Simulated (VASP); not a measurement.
MnS:

```xyz
2
Lattice="0.0000 2.6122 2.6122 2.6122 0.0000 2.6122 2.6122 2.6122 0.0000" Properties=species:S:1:pos:R:3 pbc="T T T"
Mn    0.0000    0.0000    0.0000
S     2.6122    2.6122    2.6122
```

Base run:

```yaml
Program: VASP 6.6.1
Functional: PBEsol
Potentials_or_basis: VASP PAW PBE potentials, release 64 (Mn_pv, S)
Cutoff: 520 eV
k_mesh: 6 × 6 × 6
Occupations: gaussian, width 0.05 eV
Spin: collinear spin, random start
Starting_moments: "[4.78, 0.0] μB"
Hubbard_terms: Mn d U = 2 eV
```

Its results: band gap on the k mesh none (metal or under the smearing width); pressure -2.5 GPa; net moment 4.96 μB per cell; site moments Mn +4.49; S +0.11 μB.

Q: The run is repeated on the same cell with these changes: hubbard terms from Mn d U = 2 eV to Mn d U = 4 eV; moments at the start from [4.78, 0.0] to [-3.49, 0.0]. What comes out?

A: Band gap on the k mesh 0.52 eV, indirect (least direct gap 2.70 eV); pressure -0.2 GPa; net moment -5.00 μB per cell; site moments Mn -4.59; S -0.08 μB.

Caveats: the PAW data sets were made with another functional, which shifts forces and pressure a little; a cell with one magnetic atom can't hold antiferromagnetic order, which such compounds often take.

A k mesh can miss the band edges.

Not every run made on this cell is shown here.
